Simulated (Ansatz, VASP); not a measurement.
## Cross-check of Al (Al(110)) between VASP and Ansatz

Aim: how closely do two programs agree when they are given the same cell, functional and k mesh? Of the first pair: The structure shown is the start of the Ansatz relaxation below; VASP solves that cell, so the two are compared at the walk's first step.

Program: Ansatz 0.2.0. Level of theory: plane waves, with VASP 6.6.1 beside it; RPBE. Results are calculated unless marked as measured.

### 1. The starting structure

The cell holds 5 atoms: 5 Al. Its edges and angles: a = 4.050 Å, b = 2.864 Å, c = 23.728 Å, α = 90.0°, β = 90.0°, γ = 90.0°. Vacuum lies along c.

### 2. Ansatz: relaxation, RPBE

Ansatz runs on its default PAW (the set named soft_2) files.

The two programs are compared at the cell with which this relaxation starts, whose forces are those of its first step.

input.yaml reads:

```yaml
crystal:
  lattice:
    - [4.05, 0.0, 0.0]
    - [0.0, 2.8637824638, 0.0]
    - [0.0, 0.0, 23.7275649276]
  atoms:
    - { symbol: Al, position: [0.0, 0.0, 0.3793056737] }
    - { symbol: Al, position: [0.5, 0.5, 0.4396528368] }
    - { symbol: Al, position: [0.0, 0.0, 0.5] }
    - { symbol: Al, position: [0.5, 0.5, 0.5603471632] }
    - { symbol: Al, position: [0.0, 0.0, 0.6206943263] }
kpoints:
  mp_grid: { grid: [8, 10, 1] }
hamiltonian:
  xc: rpbe
scf:
  occupations: { method: fermi_dirac, width: 0.1 }
  convergence: { dr2_threshold: 1.0e-08 }
efield:
  axis: 3
  dipole_correction: true
  ramp_position: 0.97
  ramp_width: 0.06
relax:
  f_tol: 0.02
  max_steps: 60
  constraints: [{ sites: [0, 1] }]
output:
  write_potential: true
  write_density: true
  volumetric_format: npy
```

Started as:

```
> ansatz run input.yaml --threads 4 --pin off --max-ram 6144MiB --backend cpu --events-out ev --progress --plain --runs-dir out
```

Numbers of over 12 decimals in the logs are rounded to 6 here.

The log of the run:

```text
Engine: ansatz 0.2.0, aarch64-unknown-linux-gnu
Pseudopotentials: kind: paw
Pseudopotential: Al, paw, valence charge 3, recommended cutoff 420 eV (normal), Al.paw.azcp
Functional definition: RPBE
  parameter kappa = 0.804
  parameter beta = 0.066725
  exchange = rpbe_x(kappa = kappa, mu = beta*pi^2/3)
  correlation = pbe_c(beta = beta)
Crystal: 5 atoms, lattice volume = 275.200 Å³
Basis set: ecut = 420 eV, 5383 PW (Γ), exchange–correlation on 60×40×320 points (8 copies of the dense FFT grid, shifted against one another)
Bands: 13, of which v1, the nominal top of the filled ones, is band 8 counted from 1 (7 counted from 0)
Symmetry: 4 space group operations
k-points: 30 of 80
Non-local potential: Al, projectors of the file, l = 0: 2, l = 1: 2, l = 2: 1
PAW form: soft (Blöchl's): semilocal exchange-correlation on the pseudo side does not see the compensation charge
PAW frozen core: Al, regenerated for the run's functional, and the local potential with it (the file was generated under x = pbe(κ = 0.804, μ = 0.219515), c = pbe(β = 0.066725))
PAW one-centre angular grid: Al, 110 points (default); XC on 64 Gauss nodes
Initial density: superposition of atomic densities (neutral atoms: chi_scale 0, normalization atom), corrected by the library's trained network
Initial wavefunctions: pseudopotential atomic-orbital guess
Functional: x = rpbe, c = pbe(β = 0.066725)
SCF iter   1: F=—  HF=-2700.957090 eV  |F-HF|=—  |Δ(HF+E_count)|=         —  Δρ=1.46e-3  dr2=9.83e-3  ethr=1.77e-3  p=0.000 e·Å  D=8.51e-15 V/Å  ΔV_dip=-0.00 eV  dr2_dipole=3.44e-9  V_vac-E_F(+/−)=3.82/3.82 eV  ⟨swp⟩=8.7  Hψ=3209  notcnv=0
efield: sawtooth ramp at fractional position 0.9700 (set: `efield.ramp_position`, or a place that a band, a saddle search or an elastic batch's reference lends), width 0.0600; the density the first Hamiltonian is built on has a dipole p = 0.000 e·Å; the dipole correction subtracts the counter field D = 8.51e-15 V/Å, which shifts the + side's vacuum level by -0.00 eV against the − side's; the planar-averaged density in the ramp window peaks in size at 5.3e-6 e/Å³
preconditioner: auto → LDOS  [metal: Δε(μ)=0.044 eV  Ē_g=6.215 eV  σ=0.100 eV  W_gap=0.11  n_scr=22 (ndim 8)  ℏωp=8.7 eV  f_vac=0.557  D(μ)=2.49/eV (n_scr^D=8)  β→1.0]
SCF iter   2: F=—  HF=-2700.954966 eV  |F-HF|=—  |Δ(HF+E_count)|=   2.12e-3  Δρ=3.21e-4  dr2=4.90e-4  ethr=6.56e-5  p=0.000 e·Å  D=6.61e-6 V/Å  ΔV_dip=-0.00 eV  dr2_dipole=2.79e-9  V_vac-E_F(+/−)=3.91/3.91 eV  ⟨swp⟩=2.6  Hψ=949  notcnv=0
SCF iter   3: F=—  HF=-2700.955199 eV  |F-HF|=—  |Δ(HF+E_count)|=   2.33e-4  Δρ=9.42e-5  dr2=4.61e-5  ethr=3.27e-6  p=0.000 e·Å  D=2.29e-6 V/Å  ΔV_dip=-0.00 eV  dr2_dipole=2.20e-11  V_vac-E_F(+/−)=3.91/3.91 eV  ⟨swp⟩=2.3  Hψ=657  notcnv=0
SCF iter   4: F=—  HF=-2700.955314 eV  |F-HF|=—  |Δ(HF+E_count)|=   1.15e-4  Δρ=2.31e-5  dr2=2.22e-6  ethr=3.08e-7  p=0.000 e·Å  D=9.93e-9 V/Å  ΔV_dip=-0.00 eV  dr2_dipole=6.19e-11  V_vac-E_F(+/−)=3.91/3.91 eV  ⟨swp⟩=2.7  Hψ=661  notcnv=0
SCF iter   5: F=—  HF=-2700.955323 eV  |F-HF|=—  |Δ(HF+E_count)|=   9.00e-6  Δρ=6.19e-6  dr2=1.53e-7  ethr=1.48e-8  p=0.000 e·Å  D=3.43e-7 V/Å  ΔV_dip=-0.00 eV  dr2_dipole=1.13e-12  V_vac-E_F(+/−)=3.91/3.91 eV  ⟨swp⟩=2.5  Hψ=648  notcnv=0
SCF iter   6: F=-2700.955323 eV  HF=-2700.955323 eV  |F-HF|=2.32e-8  |Δ(HF+E_count)|=   3.17e-7  Δρ=1.14e-6  dr2=7.28e-9  ethr=6.67e-11  p=-0.000 e·Å  D=-9.09e-8 V/Å  ΔV_dip=0.00 eV  dr2_dipole=1.41e-12  V_vac-E_F(+/−)=3.91/3.91 eV  ⟨swp⟩=8.0  Hψ=2850  notcnv=0
SCF 1 converged in 6 iterations: F = -2700.955323 eV  dr2 = 7.28e-9
  greatest PAW one-centre occupation: 0.477 electrons in one spin orbital (limit 2), on the Al atom at site 0 (counted from 0), in its partial waves of l = 0
relax step   1: F+E_penalty+E_count = -2700.95532324 eV  Δ(F+E_penalty+E_count) = +0.000e0 eV  max|allowed force component| = 1.843e-1 eV/Å  Δτ_max = 0.0000 Å  (6 SCF iters, accepted)
[...]
relax step   2: F+E_penalty+E_count = -2700.96189528 eV  Δ(F+E_penalty+E_count) = -6.572e-3 eV  max|allowed force component| = 3.092e-2 eV/Å  Δτ_max = 0.0389 Å  (7 SCF iters, accepted)
[...]
relax step   3: F+E_penalty+E_count = -2700.96201622 eV  Δ(F+E_penalty+E_count) = -1.209e-4 eV  max|allowed force component| = 8.417e-3 eV/Å  Δτ_max = 0.0096 Å  (5 SCF iters, accepted)
NSCF: frozen V_eff on 30 k-points
the band table was solved once a step of the walk had ended and its energy, with any forces and stress, was formed, with the checks that follow a solve (3704 applications of the Hamiltonian). They found nothing against the state; the energy, forces and stress were not computed again (output.eigenvalues in the input reference)
WARN: The output density's exchange-correlation potential varies sharply where the density is thin. Do not read a vacuum level from v_tot or v_xc, or from such a field of the output density. On a cell that repeats whose density bears no net charge and no dipole along the vacuum's axis use v_es (v_loc + v_h of the components); under efield.dipole_correction with no amplitude use v_es + v_field, which holds any externa [...]
SCF converged after 5 iterations
Free energy (F): -2700.962016 eV
Harris-Foulkes:  -2700.962016 eV  (|F-HF|=9.36e-9)
Internal energy: -2700.885023 eV  (E = F + TS)
E sigma→0 (E₀):  -2700.923520 eV
Entropy (-TS):   -0.076993 eV (-15.399 meV/atom)
Fermi energy:    -0.236718 eV
Dipole field:    D = -0.000055 V/Å  (p = -0.000084 e·Å, saw-weighted, corrected)
Work function:   Φ+ = 3.9172 eV   Φ− = 3.9159 eV
Levels:          The Fermi level and band energies are counted from a zero that moves with the ramp; work functions are not
--- Per-component energies (eV) ---
  E_band       = -65.547499
  E_kinetic    = 106.538593
  E_local      = -3292.109496  (includes V_loc(G=0)·N_el)
  E_nonlocal   = 50.641539
  E_hartree    = 1612.367061
  E_xc         = -195.043850
  E_vxc        = -138.456896  (∫ρ·V_xc dr)
  E_paw        = -2350.154109  (= ΣΔE_a)
  E_vpaw       = -16.895215  (= ΣTr[D̂ρ^β])
  E_aug_tail   = -0.000007  (compensation charges beyond the density's cutoff)
  E_efield     = 0.000000  (sawtooth field / dipole correction)
  E_vefield    = -0.000003  (∫n·V_field dr)
  E_ewald      = 1366.961553
  E_core_change = -0.086307  (= ΣΔE_core)
  E_smearing   = -0.076993  (= −TS)
  E_closure    = -0.000000  (closes the sum)
  Σ components = -2700.962016   (vs F -2700.962016, Δ=0.00e0)
--- Forces (eV/Å), atoms counted from 1 ---
  atom   1  Al     0.00000000     0.00000000     0.13123472
  atom   2  Al     0.00000000     0.00000000    -0.13768197
  atom   3  Al     0.00000000     0.00000000     0.00841674
  atom   4  Al     0.00000000     0.00000000    -0.00143184
  atom   5  Al     0.00000000     0.00000000    -0.00052158
  max |Σ_I F_I| component: 1.61e-5 eV/Å
--- Band table (eV; the first three rows and the last of 30) ---
  k-point 0: bands = [... 4 lower, -2.6941, -1.2905, -1.1177, -1.0294, 0.4635, 1.4375, 1.7248, 3.0338, ... 1 higher]
  k-point 1: bands = [... 4 lower, -2.5288, -1.1273, -0.9524, -0.8643, 0.6280, 1.6030, 1.8690, 2.9710, ... 1 higher]
  k-point 2: bands = [... 4 lower, -2.0325, -0.7721, -0.4566, -0.3875, 0.5969, 1.0438, 1.8243, 2.0994, ... 1 higher]
  k-point 29: bands = [... 4 lower, -2.9270, -2.8921, -2.7603, -1.6043, -1.0473, 0.0981, 0.4244, 0.5642, ... 1 higher]
--- Relaxed structure (3 steps of the walk, 3 accepted, 0 SCFs on fresh bases) ---
  F+E_penalty+E_count = -2700.96201622 eV   max|allowed force component| = 8.417e-3 eV/Å
  atoms:
    - { symbol: Al, position: [0.0, 0.0, 0.3793056737] }
    - { symbol: Al, position: [0.5, 0.5, 0.4396528368] }
    - { symbol: Al, position: [0.0, 0.0, 0.499649] }
    - { symbol: Al, position: [0.5, 0.5, 0.561920] }
    - { symbol: Al, position: [0.0, 0.0, 0.618815] }
```

In the SCF lines HF is the Harris–Foulkes energy and dr2 the Hartree energy of the density residual, in eV; the loop may stop once dr2 is under the threshold and the program's other checks hold. Hψ counts applications of the Hamiltonian.

### 3. VASP: single point, RPBE, start cell, pair 1

The same cell, functional, mesh and smearing now go to VASP, with its own data sets.

Lines of VASP's logs that name or quote its potential files are left out, and so is its time.

INCAR reads:

```
SYSTEM = Al
PREC = Accurate
ENCUT = 400
EDIFF = 1E-06
NELM = 120
ISMEAR = -1
SIGMA = 0.1
LREAL = .FALSE.
ALGO = Normal
GGA = RP
NBANDS = 13
LORBIT = 11
LWAVE = .FALSE.
LCHARG = .FALSE.
ISIF = 2
LDIPOL = .TRUE.
IDIPOL = 3
DIPOL = 0.5 0.5 0.5
LVHAR = .TRUE.
LASPH = .TRUE.
GGA_COMPAT = .FALSE.
NELMDL = -8
KPAR = 4
```

POSCAR reads:

```
Al
1.0
    4.0500000000      0.0000000000      0.0000000000
    0.0000000000      2.8637824638      0.0000000000
    0.0000000000      0.0000000000     23.7275649276
Al
5
Direct
    0.0000000000      0.0000000000      0.3793056737
    0.5000000000      0.5000000000      0.4396528271
    0.0000000000      0.0000000000      0.5000000016
    0.5000000000      0.5000000000      0.5603471760
    0.0000000000      0.0000000000      0.6206943294
```

KPOINTS reads:

```
Automatic mesh
0
Gamma
8 10 1
0 0 0
```

PAW data sets: Al (PBE family, release 64).

Started as:

```
> mpirun -np 4 vasp_std
```

The log of the run:

```text
[banner, memory and clock lines left out]
running    4 mpi-ranks, on    1 nodes
 distrk:  each k-point on    1 cores,    4 groups
 distr:  one band on    1 cores,    1 groups

 POSCAR found type information on POSCAR Al
 POSCAR found :  1 types and       5 ions
|                                                                             |
|               ----> ADVICE to this user running VASP <----                  |
|                                                                             |
|     You enforced a specific xc type in the INCAR file but a different       |
|     [... a line on the potential file left out ...]
|     I HOPE YOU KNOW WHAT YOU ARE DOING!                                     |
|                                                                             |

 LDA part: xc-table for (Slater+PW92), standard interpolation
 POSCAR, INCAR and KPOINTS ok, starting setup
 FFT: planning ... GRIDC
 FFT: planning ... GRID_SOFT
 FFT: planning ... GRID
 WAVECAR not read
 entering main loop
       N       E                     dE             d eps       ncg     rms          rms(c)
DAV:   1     0.395732983348E+02    0.39573E+02   -0.37557E+03   780   0.618E+02
DAV:   2    -0.148192977807E+02   -0.54393E+02   -0.50229E+02  1156   0.114E+02
DAV:   3    -0.171027607354E+02   -0.22835E+01   -0.21911E+01   973   0.244E+01
DAV:   4    -0.171929253853E+02   -0.90165E-01   -0.89987E-01  1193   0.621E+00
DAV:   5    -0.171981603809E+02   -0.52350E-02   -0.52347E-02  1351   0.136E+00
DAV:   6    -0.171982863773E+02   -0.12600E-03   -0.12600E-03  1340   0.180E-01
DAV:   7    -0.171982921747E+02   -0.57975E-05   -0.57976E-05  1337   0.300E-02
DAV:   8    -0.171982925442E+02   -0.36943E-06   -0.36928E-06  1113   0.657E-03    0.425E+00
DAV:   9    -0.163783507295E+02    0.81994E+00   -0.23335E+00   825   0.634E+00    0.233E+00
DAV:  10    -0.163100363752E+02    0.68314E-01   -0.17448E-01   995   0.225E+00    0.108E+00
DAV:  11    -0.162837670472E+02    0.26269E-01   -0.54561E-02   999   0.114E+00    0.291E-01
DAV:  12    -0.162799774102E+02    0.37896E-02   -0.10462E-02   976   0.557E-01    0.138E-01
DAV:  13    -0.162779685210E+02    0.20089E-02   -0.18237E-03   974   0.249E-01    0.634E-02
DAV:  14    -0.162757485325E+02    0.22200E-02   -0.18692E-03   945   0.181E-01    0.381E-02
[...]
DAV:  18    -0.162755273329E+02   -0.10417E-03   -0.29057E-05   885   0.239E-02    0.233E-03
DAV:  19    -0.162755858681E+02   -0.58535E-04   -0.40166E-06   887   0.810E-03    0.163E-03
DAV:  20    -0.162756005833E+02   -0.14715E-04   -0.81932E-07   726   0.325E-03    0.636E-04
DAV:  21    -0.162756119530E+02   -0.11370E-04   -0.11617E-06   753   0.298E-03    0.318E-04
DAV:  22    -0.162756161318E+02   -0.41788E-05   -0.66721E-07   741   0.185E-03    0.262E-04
DAV:  23    -0.162756203148E+02   -0.41830E-05   -0.93530E-08   586   0.100E-03    0.139E-04
DAV:  24    -0.162756230468E+02   -0.27320E-05   -0.14962E-07   681   0.880E-04    0.179E-04
DAV:  25    -0.162756234856E+02   -0.43887E-06   -0.16180E-08   565   0.442E-04
   1 F= -.16275623E+02 E0= -.16236242E+02  d E =-.787629E-01
```

[end of part 1 of 2]

[Lines on the potential files, build, host, timing and source positions are cut from VASP's logs without a mark.]

[Logs are printed without paths, hosts, clocks, repeated set-up lines and the standing remarks that a program may print on its own settings, such as how far it seeks lower states.]

[Hosts, paths, dates, database ids (printed as entryN), source tags and the programs' standing remarks are cut or masked in the printed files.]
